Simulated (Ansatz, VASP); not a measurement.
# Y in two plane-wave programs, part 2 of 2

Wanted: the spread between two codes on one cell, functional and k mesh. Of the first pair: The structure shown is the end of the Ansatz relaxation below.

VASP 6.6.1 and Ansatz 0.2.0.

So far. Step 3 (VASP: single point, LDA): The run ends at a pressure of -2.51 GPa.

## (6) VASP: zone-centre phonons, LDA, pair 2

Level of this step: LDA; plane waves and PAW (Y_sv) (VASP).

The same cell, functional (in two slightly different forms), mesh and smearing now go to VASP, with its own data sets.

INCAR reads:

```
SYSTEM = Y
PREC = Accurate
ENCUT = 500
EDIFF = 1E-08
NELM = 120
ISMEAR = 1
SIGMA = 0.2
LREAL = .FALSE.
ALGO = Normal
GGA = CA
NBANDS = 17
LASPH = .TRUE.
LORBIT = 11
LWAVE = .FALSE.
LCHARG = .FALSE.
ISIF = 2
IBRION = 8
GGA_COMPAT = .FALSE.
KPAR = 2
```

POSCAR reads:

```
Y
1.0
    3.4077629671      0.0000000000      0.0000000000
   -1.7038814835      2.9512092995      0.0000000000
    0.0000000000      0.0000000000      5.3541029692
Y
2
Direct
    0.3333333333      0.6666666667      0.2500000000
    0.6666666667      0.3333333333      0.7500000000
```

KPOINTS reads:

```
Automatic mesh
0
Gamma
15 15 8
0 0 0
```

PAW data sets: Y_sv (LDA family, release 64).

Started as:

```bash
> mpirun -np 2 vasp_std
```

Numbers of over 12 decimals in the logs are rounded to 6 here.

The log of the run:

```text
[... set-up lines as in an earlier step ...]
 entering main loop
       N       E                     dE             d eps       ncg     rms          rms(c)
DAV:   1     0.883443280361E+02    0.88344E+02   -0.11413E+04  4590   0.123E+03
DAV:   2    -0.722127258802E+01   -0.95566E+02   -0.94261E+02  5785   0.266E+02
DAV:   3    -0.139187345246E+02   -0.66975E+01   -0.66479E+01  7916   0.444E+01
DAV:   4    -0.140824084824E+02   -0.16367E+00   -0.16359E+00  5529   0.702E+00
[...]
DAV:  12    -0.138043143079E+02   -0.63421E-07   -0.37065E-06  5418   0.178E-02    0.336E-03
DAV:  13    -0.138043143025E+02    0.53665E-08   -0.11879E-07  6925   0.233E-03    0.104E-03
DAV:  14    -0.138043142999E+02    0.26062E-08   -0.11926E-08  3731   0.908E-04
   1 F= -.13804314E+02 E0= -.13804104E+02  d E =-.631425E-03
 Linear response reoptimize wavefunctions to high precision
DAV:   1    -0.138043143002E+02   -0.27512E-09   -0.24056E-09  4205   0.361E-04
DAV:   2    -0.138043143002E+02   -0.33651E-10   -0.26162E-10  3086   0.113E-04
 Linear response DOF=           2
 Linear response progress:
[...]
RMM:  16    -0.241400297108E+00    0.12114E-06   -0.31589E-06 48452   0.115E-03    0.228E-04
RMM:  17    -0.241400236485E+00    0.60623E-07   -0.19928E-06 48629   0.104E-03    0.250E-04
RMM:  18    -0.241400141170E+00    0.95314E-07   -0.12913E-06 47959   0.944E-04    0.255E-04
 first order change of Fermi-energy   0.18862E-04
 force on displaced ion       1 direction 1 :  -1.159   0.000   0.000
 Linear response progress:
  Degree of freedom:   2/  2
       N       E                     dE             d eps       ncg     rms          rms(c)
RMM:   1    -0.306014238928E+00   -0.30601E+00    0.41939E+00  7674   0.107E+01
RMM:   2    -0.295300518136E+00    0.10714E-01   -0.20153E-01 11100   0.196E+00    0.463E-01
RMM:   3    -0.297752169080E+00   -0.24517E-02   -0.14370E-02 12303   0.594E-01    0.187E-01
RMM:   4    -0.298598059528E+00   -0.84589E-03   -0.22543E-03 14604   0.230E-01    0.210E-02
[...]
RMM:  20    -0.298204840869E+00    0.21924E-07    0.75242E-07 16054   0.698E-04    0.111E-04
RMM:  21    -0.298204903507E+00   -0.62638E-07    0.97336E-07 15913   0.671E-04    0.126E-04
RMM:  22    -0.298204766969E+00    0.13654E-06    0.43890E-07 15949   0.651E-04    0.114E-04
 first order change of Fermi-energy   0.45090E-04
 force on displaced ion       1 direction 3 :   0.000  -0.000  -4.256
 Linear response finished
```

OUTCAR, selected parts (step 6):

```text
  Total        1.7606973      1.7606973      1.7743746      0.0000000     -0.0000000      0.0000000
  in kB       52.3888863     52.3888863     52.7958492      0.0000000     -0.0000000      0.0000000
  external PRESSURE =      52.5245406 kB  Pullay stress =       0.0000000 kB

 POSITION                                       TOTAL-FORCE (eV/Angst)
 -----------------------------------------------------------------------------------
     -0.00000      1.96747      1.33853         0.000000     -0.000000      0.000000
      1.70388      0.98374      4.01558        -0.000000      0.000000      0.000000
 -----------------------------------------------------------------------------------
    total drift:                               -0.000000      0.000000     -0.000000

[... 1 part as in an earlier step ...]

[... 1 further part left out ...]
```

## (7) Comparison

Both answers:

```tsv
quantity	Ansatz	VASP	difference
optical mode 1 to 2 (cm⁻¹)	84.2	84.2	-0.03 %
optical mode 3 (cm⁻¹)	162.7	161.4	+0.84 %
```

Modes are paired by rising frequency, not by their patterns, so a pair may set unlike modes beside each other; they are those without the splitting of longitudinal modes.

## (8) Ansatz: zone-centre phonons, LDA, pair 3

Second derivatives magnify differences that forces hide, and they need a tight electronic threshold. The cell compared in this pair holds 55.04 Å³, against 53.85 Å³ for the pair before.

The cell is taken from a series of runs on this material, whose earlier steps may have relaxed, scaled, displaced or heated it; both programs get it as it stands.

input.yaml reads:

```yaml
crystal:
  lattice:
    - [3.4357940585, 0.0, 0.0]
    - [-1.7178970293, 2.9754849368, 0.0]
    - [0.0, 0.0, 5.3841425108]
  atoms:
    - { symbol: "Y", position: [0.3333333333, 0.6666666667, 0.25] }
    - { symbol: "Y", position: [0.6666666667, 0.3333333333, 0.75] }
kpoints:
  mp_grid: { grid: [15, 15, 8] }
hamiltonian:
  xc: lda
  pseudopotentials: { kind: paw, azcp: { folder: soft_1 }, xc_functional: pbe }
scf:
  occupations: { method: methfessel_paxton, width: 0.2 }
output:
  eigenvalues: true
phonons:
  method: dfpt
```

Started as:

```bash
> ansatz run input.yaml --threads 4 --pin off --max-ram 10240MiB --backend cpu --events-out ev --progress --plain --runs-dir out
```

The log of the run:

```text
[...]
Crystal: 2 atoms, lattice volume = 55.043 Å³
Basis set: ecut = 420 eV, 1085 PW (Γ), exchange–correlation on 48×48×72 points (8 copies of the dense FFT grid, shifted against one another)
Bands: 15, of which v1, the nominal top of the filled ones, is band 11 counted from 1 (10 counted from 0)
Symmetry: 24 space group operations
k-points: 320 of 1800 (irreducible under 4 space group operations, time reversal used)
[...]
k-point 1: bands = [... 7 lower, -10.4516, 6.5380, 9.1019, 12.7102, 13.0395, 13.0395, 13.3812, 13.7562]
  k-point 2: bands = [... 7 lower, -10.4876, 6.8974, 8.9719, 12.3556, 12.9355, 12.9355, 13.0627, 13.4986]
  k-point 319: bands = [... 7 lower, -10.6049, 9.8477, 9.8477, 11.4767, 11.4767, 12.1224, 12.1224, 14.0658]
[...]
ASR residual: 6.870e-5 → 0.000e0 eV/Å²; symmetrization residual: 1.745e-10 eV/Å²
  ASR residual per site (eV/Å²): 6.87e-5 6.87e-5
  Γ frequencies (cm⁻¹): 0.00 0.00 0.00 85.84 85.84 161.01
[...]
[key lines of the parts left out:]
SCF converged after 8 iterations
Free energy (F): -7491.092324 eV
Fermi energy:    11.293630 eV
```

## (9) VASP: zone-centre phonons, LDA, pair 3

The same cell, functional (in two slightly different forms), mesh and smearing now go to VASP, with its own data sets.

INCAR is that of step 6.

POSCAR reads:

```
Y
1.0
    3.4357940585      0.0000000000      0.0000000000
   -1.7178970293      2.9754849368      0.0000000000
    0.0000000000      0.0000000000      5.3841425108
Y
2
Direct
    0.3333333333      0.6666666667      0.2500000000
    0.6666666667      0.3333333333      0.7500000000
```

KPOINTS is that of step 6.

Started as:

```bash
> mpirun -np 2 vasp_std
```

The log of the run:

```text
[... set-up lines as in an earlier step ...]
 entering main loop
       N       E                     dE             d eps       ncg     rms          rms(c)
DAV:   1     0.879170978921E+02    0.87917E+02   -0.11399E+04  4598   0.122E+03
DAV:   2    -0.721769528119E+01   -0.95135E+02   -0.93777E+02  5821   0.266E+02
DAV:   3    -0.139759728393E+02   -0.67583E+01   -0.67063E+01  7985   0.445E+01
DAV:   4    -0.141354002360E+02   -0.15943E+00   -0.15926E+00  5553   0.704E+00
[...]
DAV:  12    -0.138388781410E+02    0.52378E-08   -0.37183E-06  5582   0.176E-02    0.373E-03
DAV:  13    -0.138388781169E+02    0.24042E-07   -0.11509E-07  6683   0.255E-03    0.120E-03
DAV:  14    -0.138388781152E+02    0.17712E-08   -0.96980E-09  3629   0.791E-04
   1 F= -.13838878E+02 E0= -.13838667E+02  d E =-.633251E-03
 Linear response reoptimize wavefunctions to high precision
DAV:   1    -0.138388781155E+02   -0.36607E-09   -0.22122E-09  4191   0.349E-04
DAV:   2    -0.138388781155E+02   -0.15461E-10   -0.20875E-10  3166   0.106E-04
 Linear response DOF=           2
 Linear response progress:
[...]
RMM:  23    -0.243250177523E+00    0.86564E-08   -0.15359E-07 46618   0.640E-04    0.179E-04
RMM:  24    -0.243250180607E+00   -0.30839E-08   -0.10951E-07 45932   0.608E-04    0.193E-04
RMM:  25    -0.243250080729E+00    0.99878E-07   -0.84868E-08 47336   0.581E-04    0.190E-04
 first order change of Fermi-energy   0.18998E-04
 force on displaced ion       1 direction 1 :  -1.201   0.000   0.000
 Linear response progress:
  Degree of freedom:   2/  2
       N       E                     dE             d eps       ncg     rms          rms(c)
RMM:   1    -0.305784540633E+00   -0.30578E+00    0.41922E+00  7673   0.107E+01
RMM:   2    -0.295352748624E+00    0.10432E-01   -0.20077E-01 11120   0.195E+00    0.444E-01
RMM:   3    -0.297799109199E+00   -0.24464E-02   -0.14178E-02 12333   0.589E-01    0.183E-01
RMM:   4    -0.298624937945E+00   -0.82583E-03   -0.22631E-03 14663   0.229E-01    0.209E-02
[...]
RMM:  18    -0.298240103796E+00    0.39055E-07    0.18897E-06 16089   0.684E-04    0.123E-04
RMM:  19    -0.298240134489E+00   -0.30693E-07    0.15096E-06 15846   0.640E-04    0.143E-04
RMM:  20    -0.298239933418E+00    0.20107E-06    0.14123E-06 15745   0.609E-04    0.127E-04
 first order change of Fermi-energy   0.39307E-04
 force on displaced ion       1 direction 3 :   0.000   0.000  -4.167
 Linear response finished
```

Parts of OUTCAR (step 9):

```text
  Total        1.3660615      1.3660615      1.3786488     -0.0000000      0.0000000      0.0000000
  in kB       39.7630236     39.7630236     40.1294118     -0.0000000      0.0000000      0.0000000
  external PRESSURE =      39.8851530 kB  Pullay stress =       0.0000000 kB

 POSITION                                       TOTAL-FORCE (eV/Angst)
 -----------------------------------------------------------------------------------
     -0.00000      1.98366      1.34604        -0.000000     -0.000000      0.000000
      1.71790      0.99183      4.03811         0.000000      0.000000      0.000000
 -----------------------------------------------------------------------------------
    total drift:                               -0.000000      0.000000     -0.000000

[... 1 part as in an earlier step ...]

[... 1 further part left out ...]
```

## (10) Differences

Compared:

```tsv
quantity	Ansatz	VASP	difference
optical mode 1 to 2 (cm⁻¹)	85.8	85.7	+0.14 %
optical mode 3 (cm⁻¹)	161.0	159.7	+0.85 %
```

Modes are paired by rising frequency, not by their patterns, so a pair may set unlike modes beside each other; they are those without the splitting of longitudinal modes.

## (11) What came out

| Item | Value |
| --- | --- |
| difference in pressure (single point, LDA) | 0.12 GPa |
| r.m.s. difference of the optical zone-centre modes, each program's sorted by frequency (zone-centre phonons, LDA, pair 2) | 0.79 cm⁻¹ |
| difference in optical mode 3 (zone-centre phonons, LDA, pair 2) | +0.8 % |
| r.m.s. difference of the optical zone-centre modes, each program's sorted by frequency (zone-centre phonons, LDA, pair 3) | 0.79 cm⁻¹ |
| difference in optical mode 3 (zone-centre phonons, LDA, pair 3) | +0.8 % |

The difference in pressure is 0.12 GPa (single point, LDA), within the 1 GPa picked in this series as the mark of a large difference. Among the rows given in per cent, the largest difference of the zone-centre phonons, LDA, pair 2 pair is in optical mode 3, +0.8 %. Among the rows given in per cent, the largest difference of the zone-centre phonons, LDA, pair 3 pair is in optical mode 3, +0.8 %. Such differences can come from data sets, numerical settings and the points named under the comparisons, not from the functional's error against experiment.

[Lines on the potential files, build, host, timing and source positions are cut from VASP's logs without a mark.]

[Logs are printed without paths, hosts, clocks, repeated set-up lines and the standing remarks that a program may print on its own settings, such as how far it seeks lower states.]

[Hosts, paths, dates, database ids (printed as entryN), source tags and the programs' standing remarks are cut or masked in the printed files.]
